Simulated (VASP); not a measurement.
# Be3CdTe4 (I-42m) in VASP: further runs

Aim: see how the results for Be3CdTe4 move with the level of theory and the settings. Levels: PBE, r2SCAN. Tasks: relaxation of cell and atoms, single point.

All numbers are computed with VASP 6.6.1; they aren't measurements. Logs are shortened: lines on timing, memory, paths and dates and some standing lists are left out, and cuts for length are marked.

## Step 1: The crystal as given

It takes space group I-42m (No. 121, tetragonal). Conventional cell: a = 5.920 Å, b = 5.920 Å, c = 11.734 Å, α = 90.00°, β = 90.00°, γ = 90.00°. Around Be (site symmetry -4) lie 4 Te at 2.50 Å. Be (site symmetry -42m) has 4 Te at 2.46 Å as nearest neighbours. Around Cd (site symmetry -42m) lie 4 Te at 2.80 Å. Te (site symmetry m) is surrounded by 3 Be at 2.46 to 2.50 Å and 1 Cd at 2.80 Å.

The cell was built by a generator and needn't be a form met in nature.

## Step 2: Relaxation of cell and atoms, PBE

INCAR

```
SYSTEM = Be3CdTe4
PREC = Accurate
ENCUT = 520
EDIFF = 1E-6
ISMEAR = 0
SIGMA = 0.03
LREAL = .False.
LASPH = .True.
NELM = 120
ALGO = Normal
ISIF = 3
LWAVE = .False.
LCHARG = .False.
GGA = PE
IBRION = 2
NSW = 90
EDIFFG = -0.01
KPAR = 8
```

KPOINTS

```
regular mesh
0
Gamma
  6 6 6
  0 0 0
```

POSCAR

```
Be3CdTe4
1.0
   -2.9600000000      2.9600000000      5.8670000000
    2.9600000000     -2.9600000000      5.8670000000
    2.9600000000      2.9600000000     -5.8670000000
Be Cd Te
3 1 4
Direct
    0.7500000000      0.2500000000      0.5000000000
    0.2500000000      0.7500000000      0.5000000000
    0.5000000000      0.5000000000      0.0000000000
    0.0000000000      0.0000000000      0.0000000000
    0.1403455100      0.1403455100      0.5506756800
    0.5896698300      0.5896698300      0.4493243200
    0.8596544900      0.4103301700      0.0000000000
    0.4103301700      0.8596544900      0.0000000000
```

Potentials or basis: VASP PAW PBE potentials, release 64 (Be, Cd, Te).

Run with:

```bash
> cat potpaw_PBE.64/Be/POTCAR potpaw_PBE.64/Cd/POTCAR potpaw_PBE.64/Te/POTCAR > POTCAR
> mpirun -np 8 vasp_std > vasp.out
```

OUTCAR:

```text
SYSTEM = Be3CdTe4
   PREC = Accurate
   ENCUT = 520
   EDIFF = 1E-6
   ISMEAR = 0
   LREAL = .False.
   LASPH = .True.
   NELM = 120
   ISIF = 3
   GGA = PE
   IBRION = 2
   NSW = 90
   EDIFFG = -0.01

 ion  position               nearest neighbor table
   1  0.750  0.250  0.500-   6 2.50   7 2.50   8 2.50   5 2.50
   2  0.250  0.750  0.500-   6 2.50   8 2.50   7 2.50   5 2.50
   3  0.500  0.500  0.000-   5 2.46   7 2.46   8 2.46   6 2.46
   4  0.000  0.000  0.000-   5 2.80   6 2.80   8 2.80   7 2.80
   5  0.140  0.140  0.551-   3 2.46   2 2.50   1 2.50   4 2.80
   6  0.590  0.590  0.449-   3 2.46   2 2.50   1 2.50   4 2.80
   7  0.860  0.410  0.000-   3 2.46   2 2.50   1 2.50   4 2.80
   8  0.410  0.860  0.000-   3 2.46   1 2.50   2 2.50   4 2.80

  LATTYP: Found a body centered tetragonal cell.
 ALAT       =     5.9200000000
 C/A-ratio  =     1.9820945946

  Lattice vectors:

 A1 = (  -2.9600000000,   2.9600000000,   5.8670000000)
 A2 = (   2.9600000000,  -2.9600000000,   5.8670000000)
 A3 = (   2.9600000000,   2.9600000000,  -5.8670000000)

Analysis of symmetry for initial positions (statically):
=====================================================================
 Subroutine PRICEL returns:
 Original cell was already a primitive cell.

 Routine SETGRP: Setting up the symmetry group for a
 body centered tetragonal supercell.

 Subroutine GETGRP returns: Found  8 space group operations
 (whereof  8 operations were pure point group operations)
 out of a pool of 16 trial point group operations.

The static configuration has the point symmetry D_2d.

Analysis of symmetry for dynamics (positions and initial velocities):
=====================================================================
 Subroutine PRICEL returns:
 Original cell was already a primitive cell.

 Routine SETGRP: Setting up the symmetry group for a
 body centered tetragonal supercell.

 Subroutine GETGRP returns: Found  8 space group operations
 (whereof  8 operations were pure point group operations)
 out of a pool of 16 trial point group operations.

The dynamic configuration has the point symmetry D_2d.

 Subroutine INISYM returns: Found  8 space group operations
 (whereof  8 operations are pure point group operations),
 and found     1 'primitive' translations

----------------------------------------------------------------------------------------

                                     Primitive cell

  volume of cell :     205.6172

  direct lattice vectors                    reciprocal lattice vectors
    -2.960000000  2.960000000  5.867000000     0.000000000  0.168918919  0.085222431
     2.960000000 -2.960000000  5.867000000     0.168918919  0.000000000  0.085222431
     2.960000000  2.960000000 -5.867000000     0.168918919  0.168918919  0.000000000

  length of vectors
     7.207280278  7.207280278  7.207280278     0.189199534  0.189199534  0.238887426

  position of ions in fractional coordinates (direct lattice)
     0.750000000  0.250000000  0.500000000
     0.250000000  0.750000000  0.500000000
     0.500000000  0.500000000  0.000000000
     0.000000000  0.000000000  0.000000000
     0.140345510  0.140345510  0.550675680
     0.589669830  0.589669830  0.449324320
     0.859654490  0.410330170  0.000000000
     0.410330170  0.859654490  0.000000000

  ion indices of the primitive-cell ions
   primitive index   ion index
                 1           1
                 2           2
                 3           3
                 4           4
                 5           5
                 6           6
                 7           7
                 8           8

----------------------------------------------------------------------------------------

 KPOINTS: regular mesh

Automatic generation of k-mesh.
 Grid dimensions read from file:
 generate k-points for:    6    6    6

 Generating k-lattice:

  Cartesian coordinates                     Fractional coordinates (reciprocal lattice)
     0.000000000  0.028153153  0.014203738     0.166666667  0.000000000 -0.000000000
     0.028153153  0.000000000  0.014203738     0.000000000  0.166666667 -0.000000000
     0.028153153  0.028153153  0.000000000     0.000000000  0.000000000  0.166666667

  Length of vectors
     0.031533256  0.031533256  0.039814571

  Shift w.r.t. Gamma in fractional coordinates (k-lattice)
     0.000000000  0.000000000  0.000000000

 Subroutine IBZKPT returns following result:
 ===========================================

 Found     30 irreducible k-points:

 Following reciprocal coordinates:
            Coordinates               Weight
  0.000000  0.000000  0.000000      1.000000
  0.166667  0.000000  0.000000      8.000000
  0.333333 -0.000000  0.000000      8.000000
  0.500000 -0.000000  0.000000      4.000000
  0.166667  0.166667 -0.000000      8.000000
  0.333333  0.166667  0.000000     16.000000
[... 16 lines left out ...]
 -0.333333 -0.333333  0.166667      8.000000
 -0.166667 -0.333333  0.166667      8.000000
 [... further k-points ...]
   k-points           NKPTS =     30   k-points in BZ     NKDIM =     30   number of bands    NBANDS=     26
   number of dos      NEDOS =    301   number of ions     NIONS =      8
   total plane-waves  NPLWV = 157464
   dimension x,y,z NGX =    54 NGY =   54 NGZ =   54
   dimension x,y,z NGXF=   108 NGYF=  108 NGZF=  108
   ions per type =               3   1   4
   NGX,Y,Z   is equivalent  to a cutoff of  12.46, 12.46, 12.46 a.u.
   NGXF,Y,Z  is equivalent  to a cutoff of  24.91, 24.91, 24.91 a.u.
 SYSTEM =  Be3CdTe4
   PREC   = accura    normal or accurate (medium, high low for compatibility)
   ISTART =      0    job   : 0-new  1-cont  2-samecut
   ICHARG =      2    charge: 1-file 2-atom 10-const
   ISPIN  =      1    spin polarized calculation?
   LNONCOLLINEAR =      F non collinear calculations
   LSORBIT =      F    spin-orbit coupling
   LASPH  =      T    aspherical Exc in radial PAW
   ENCUT  =  520.0 eV  38.22 Ry    6.18 a.u.  13.40 13.40 13.40*2*pi/ulx,y,z
   NELM   =    120;   NELMIN=  2; NELMDL= -5     # of ELM steps
   EDIFF  = 0.1E-05   stopping-criterion for ELM
   LREAL  =      F    real-space projection
   EDIFFG = -.1E-01   stopping-criterion for IOM
   NSW    =     90    number of steps for IOM
   IBRION =      2    ionic relax: 0-MD 1-quasi-New 2-CG
   NFREE  =      1    steps in history (QN), initial steepest desc. (CG)
   ISIF   =      3    stress and relaxation
   ISYM   =      2    0-nonsym 1-usesym 2-fastsym
   POTIM  = 0.5000    time-step for ionic-motion
   TEBEG  =    0.0;   TEEND  =   0.0 temperature during run
   PSTRESS=    0.0 pullay stress
   NELECT =      42.0000    total number of electrons
   NUPDOWN=      -1.0000    fix difference up-down
   EMIN   =  10.00;   EMAX   =-10.00  energy-range for DOS
   EFERMI =   0.00;   METHOD = LEGACY
   ISMEAR =     0;   SIGMA  =   0.03  broadening in eV -4-tet -1-fermi 0-gaus
   EFERMI_NEDOS =   21; number of points for ismear=-14 and -15
   IALGO  =     38    algorithm
   IMIX   =      4    mixing-type and parameters
     AMIX     =   0.40;   BMIX     =  1.00
     AMIX_MAG =   1.60;   BMIX_MAG =  1.00
  volume/ion in A,a.u.               =      25.70       173.45
  Fermi-wavevector in a.u.,A,eV,Ry     =   0.964136  1.821952 12.647396  0.929557
  Thomas-Fermi vector in A             =   2.093741
   LORBIT       =      0    0 simple, 1 ext, 2 COOP (PROOUT), +10 PAW based schemes
   GGA     = PE    functional components
   LHFCALC =     F    Hartree Fock is set to
   AEXX    =    0.0000 exact exchange contribution
   IVDW    =     0    specifies the selected vdW correction
   LEPSILON=     F    determine dielectric tensor
   LRPA    =     F    only Hartree local field effects (RPA)
 conjugate gradient relaxation of ions
 non-spin polarized calculation
 Gauss-broadening in eV      SIGMA  =   0.03
  energy-cutoff  :      520.00
  volume of cell :      205.62
 maximum number of plane-waves:      5559
 NGX is ok and might be reduce to    54
   NGX = 27   NGY = 27   NGZ = 27

--------------------------------------- Ionic step        1  -------------------------------------------

 number of electron      41.9999995 magnetization

 Free energy of the ion-electron system (eV)
  ---------------------------------------------------
  ext. energy  EPLUGINS =         0.00000000
  ---------------------------------------------------
  free energy    TOTEN  =       -27.34463204 eV

  energy without entropy =      -27.34463204  energy(sigma->0) =      -27.34463204

------------------------ aborting loop because EDIFF is reached ----------------------------------------

  FORCE on cell =-STRESS in cart. coord.  units (eV):
  Direction    XX          YY          ZZ          XY          YZ          ZX
  --------------------------------------------------------------------------------------
  -------------------------------------------------------------------------------------
  Total        0.0169786      0.0169786     -0.0926140      0.0000000      0.0000000      0.0000000
  in kB        0.1322981      0.1322981     -0.7216518      0.0000000      0.0000000      0.0000000
  external PRESSURE =      -0.1523519 kB  Pullay stress =       0.0000000 kB
[... 69 lines left out ...]
  energy  without entropy=      -27.3447663659  energy(sigma->0) =      -27.34476637

--------------------------------------- Ionic step        3  -------------------------------------------

 number of electron      41.9999995 magnetization

 Free energy of the ion-electron system (eV)
  ---------------------------------------------------
  ext. energy  EPLUGINS =         0.00000000
  ---------------------------------------------------
  free energy    TOTEN  =       -27.34481515 eV

  energy without entropy =      -27.34481515  energy(sigma->0) =      -27.34481515

 E-fermi :   4.1802     XC(G=0):  -8.8682

 val. band max:        4.0467473818   @ k =   0.0000   0.0000   0.0000
 cond. band min:       6.0897021622   @ k =   0.5000   0.5000   0.5000
 fundamental gap:      2.0429547804
 Fermi energy:         4.1801706501

 k-point     1 :       0.0000    0.0000    0.0000
  band No.  band energies     occupation
      1      -7.8206      2.00000
      2      -6.4504      2.00000
      3      -6.4133      2.00000
      4      -6.4133      2.00000
      5      -4.0694      2.00000
      6      -4.0638      2.00000
[... 685 lines left out ...]
     25       7.2135      0.00000
     26       7.6232      0.00000

 [... further k-points ...]

------------------------ aborting loop because EDIFF is reached ----------------------------------------

  FORCE on cell =-STRESS in cart. coord.  units (eV):
  Direction    XX          YY          ZZ          XY          YZ          ZX
  --------------------------------------------------------------------------------------
  -------------------------------------------------------------------------------------
  Total        0.0338747      0.0338747     -0.0157763      0.0000000      0.0000000      0.0000000
  in kB        0.2641153      0.2641153     -0.1230053      0.0000000      0.0000000      0.0000000
  external PRESSURE =       0.1350751 kB  Pullay stress =       0.0000000 kB
[... 23 lines left out ...]
  FREE ENERGIE OF THE ION-ELECTRON SYSTEM (eV)
  ---------------------------------------------------
  free  energy   TOTEN  =       -27.3448151515 eV

  energy  without entropy=      -27.3448151515  energy(sigma->0) =      -27.34481515

 reached required accuracy - stopping structural energy minimisation
```

Run time: 3.1 min. Hardware: 8 MPI ranks of Intel Xeon Platinum 8375C at 2.90GHz (Ice Lake), shared host; peak memory 0.52 GiB.

Results:

```
Free energy                            : -27.3448 eV
Relaxed volume                         : 25.69 Å³/atom
Relaxed cell                           : a = 7.203 Å, b = 7.203 Å, c = 7.203 Å, α = 131.46°, β = 131.46°, γ = 71.08°
Space group after relaxing (to 0.05 Å) : I-42m (No. 121)
Energy gained by relaxing              : 0.0 meV/atom
Ionic steps                            : 3
Pressure after relaxing                : 0.0 GPa
Largest force after relaxing           : 0.005 eV/Å
Band gap on the k mesh                 : 2.04 eV, indirect (least direct gap 2.13 eV)
```

Forces on the atoms (eV/Å):
```
Be   0.000  0.000  0.000
Be   0.000  0.000  0.000
Be   0.000  0.000  0.000
Cd   0.000  0.000  0.000
Te  -0.003 -0.003 -0.002
Te   0.003  0.003 -0.002
Te  -0.003  0.003  0.002
Te   0.003 -0.003  0.002
```

The path:
```tsv
step	energy change (eV)	largest force (eV/Å)	pressure (GPa)	volume (Å³)
1	0.0000	0.0243	-0.02	205.62
2	-0.0001	0.0132	0.01	205.54
3	-0.0002	0.0050	0.01	205.49
```

Final structure:
```xyz
8
Lattice="-2.9605 2.9605 5.8613 2.9605 -2.9605 5.8613 2.9605 2.9605 -5.8613" Properties=species:S:1:pos:R:3 pbc="T T T"
Be    0.0000    2.9605    2.9307
Be    2.9605    0.0000    2.9307
Be    0.0000    0.0000    5.8613
Cd    0.0000    0.0000    0.0000
Te    1.6290    1.6290   -1.5833
Te    1.3315    1.3315    4.2780
Te   -1.3315    1.3315    7.4446
Te    1.3315   -1.3315    7.4446
```

Levels at points of the mesh, in eV from the valence-band top:
```tsv
k point	band 17	band 18	band 19	band 20	band 21	band 22	band 23	band 24	band 25	band 26
(0.00, 0.00, 0.00)	-2.24	-2.24	-0.22	0.00	0.00	2.13	2.26	2.56	3.74	3.74
(0.50, 0.00, 0.00)	-2.27	-2.12	-1.33	-1.00	-1.00	3.40	3.67	3.74	3.86	4.01
(0.50, 0.50, 0.00)	-1.35	-1.13	-1.05	-0.63	-0.61	2.27	2.54	3.20	4.00	4.33
(0.50, 0.50, 0.50)	-1.96	-1.96	-1.94	-0.96	-0.96	2.04	2.25	2.25	2.47	3.01
```

Caveat: spin-orbit coupling is left out, which moves the levels of the heavy elements. As with any semilocal functional, this PBE gap is likely too small.

## Step 3: Relaxation of cell and atoms, PBE

INCAR: that of step 2 with these lines changed.

```diff
@@ -3,3 +3,3 @@
 ENCUT = 520
-EDIFF = 1E-6
+EDIFF = 1E-7
 ISMEAR = 0
@@ -15,4 +15,5 @@
 IBRION = 2
-NSW = 90
-EDIFFG = -0.01
+NSW = 60
+EDIFFG = -0.005
+POTIM = 0.3
 KPAR = 8
```

KPOINTS is that of step 2.

POSCAR

```
Be3CdTe4                                
1.0
   -2.9605260126      2.9605260126      5.8613128486
    2.9605260126     -2.9605260126      5.8613128486
    2.9605260126      2.9605260126     -5.8613128486
  Be              Cd              Te            
     3     1     4
Direct
     0.7500000000000000    0.2500000000000000    0.5000000000000000
     0.2500000000000000    0.7500000000000000    0.5000000000000000
     0.5000000000000000    0.5000000000000000    0.0000000000000000
     0.0000000000000000    0.0000000000000000    0.0000000000000000
     0.1400523415444607    0.1400523415444607    0.5502346724272671
     0.5898176691171866    0.5898176691171866    0.4497653275727330
     0.8599476584555393    0.4101823308828134    0.0000000000000000
     0.4101823308828134    0.8599476584555393    0.0000000000000000
```

Potentials or basis: VASP PAW PBE potentials, release 64 (Be, Cd, Te).

Run with:

```bash
> cat potpaw_PBE.64/Be/POTCAR potpaw_PBE.64/Cd/POTCAR potpaw_PBE.64/Te/POTCAR > POTCAR
> mpirun -np 8 vasp_std > vasp.out
```

Wall time 2.7 min (8 MPI ranks of Intel Xeon Platinum 8375C at 2.90GHz (Ice Lake), shared host); peak memory 0.51 GiB.

The run converged. Its results:

```yaml
Free_energy: -27.3448 eV
Relaxed_volume: 25.69 Å³/atom
Relaxed_cell: a = 7.203 Å, b = 7.203 Å, c = 7.203 Å, α = 131.46°, β = 131.46°, γ = 71.09°
Space_group_after_relaxing_to_0.05_Å: I-42m (No. 121)
Energy_gained_by_relaxing: 0.0 meV/atom
Ionic_steps: 2
Pressure_after_relaxing: 0.0 GPa
Largest_force_after_relaxing: 0.004 eV/Å
Band_gap_on_the_k_mesh: 2.04 eV, indirect (least direct gap 2.13 eV)
```

Forces in eV/Å, atoms in the order of the input:
```
Be   0.000  0.000  0.000
Be   0.000  0.000  0.000
Be   0.000  0.000  0.000
Cd   0.000  0.000  0.000
Te  -0.002 -0.002 -0.001
Te   0.002  0.002 -0.001
Te  -0.002  0.002  0.001
Te   0.002 -0.002  0.001
```

Final structure:
```cif
data_structure
_symmetry_space_group_name_H-M 'P 1'
_symmetry_Int_Tables_number 1
_cell_length_a 7.2033
_cell_length_b 7.2033
_cell_length_c 7.2033
_cell_angle_alpha 131.458
_cell_angle_beta 131.458
_cell_angle_gamma 71.086
_cell_volume 205.54
loop_
_atom_site_label
_atom_site_type_symbol
_atom_site_fract_x
_atom_site_fract_y
_atom_site_fract_z
_atom_site_occupancy
Be1 Be 0.75000 0.25000 0.50000 1
Be2 Be 0.25000 0.75000 0.50000 1
Be3 Be 0.50000 0.50000 0.00000 1
Cd1 Cd 0.00000 0.00000 0.00000 1
Te1 Te 0.14003 0.14003 0.55020 1
Te2 Te 0.58983 0.58983 0.44980 1
Te3 Te 0.85997 0.41017 0.00000 1
Te4 Te 0.41017 0.85997 0.00000 1
```

Levels at points of the mesh, in eV from the valence-band top:
```
           k point  band 19  band 20  band 21  band 22  band 23  band 24
(0.00, 0.00, 0.00)    -0.22     0.00     0.00     2.13     2.25     2.56
(0.50, 0.00, 0.00)    -1.33    -1.00    -1.00     3.40     3.67     3.74
(0.50, 0.50, 0.00)    -1.05    -0.63    -0.61     2.27     2.54     3.20
(0.50, 0.50, 0.50)    -1.93    -0.96    -0.96     2.04     2.25     2.25
```

Caveat: spin-orbit coupling is left out, which moves the levels of the heavy elements. PBE gaps usually lie below the measured ones, often by a third to a half.

[end of part 1 of 2]
